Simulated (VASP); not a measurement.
SbPPb3, 5 atoms in the cell. The structure is cubic, space group Pm-3m (No. 221). Conventional cell: a = 6.780 Å, b = 6.780 Å, c = 6.780 Å, α = 90.00°, β = 90.00°, γ = 90.00°. Around Sb (site symmetry m-3m) lie 6 Pb at 3.39 Å. Around Pb (site symmetry 4/mmm) lie 2 Sb at 3.39 Å. The cell comes from a database or a generator and needn't be the stable form of this composition.

| Item | Value |
| --- | --- |
| Program | VASP 6.6.1 |
| Task | single point |
| Functional | PBE |
| Potentials or basis | VASP PAW PBE potentials, release 64 (P, Sb, Pb_d) |
| Cutoff | 520 eV |
| k mesh | 4 × 4 × 4 |
| Occupations | gaussian, width 0.05 eV |
| Spin | no spin polarisation |
| Dipole correction | no |
| Further INCAR settings | ALGO = Normal; EDIFF = 1e-06; NBANDS = 34 |

Potentials or basis: VASP PAW PBE potentials, release 64 (P, Sb, Pb_d).

Launch:

```console
$ cat potpaw_PBE.64/P/POTCAR potpaw_PBE.64/Sb/POTCAR potpaw_PBE.64/Pb_d/POTCAR > POTCAR
$ mpirun -np 1 vasp_std > vasp.out
```

Hardware: 1 thread of Intel(R) Xeon(R) Platinum 8488C (Sapphire Rapids), with other jobs on the host.

Question: How long does it take, and how much memory?

Answer: Wall time 64 s on 1 thread of Intel(R) Xeon(R) Platinum 8488C (Sapphire Rapids) (shared host), peak memory 0.39 GiB. Counts: scf iterations 16, k points 10.
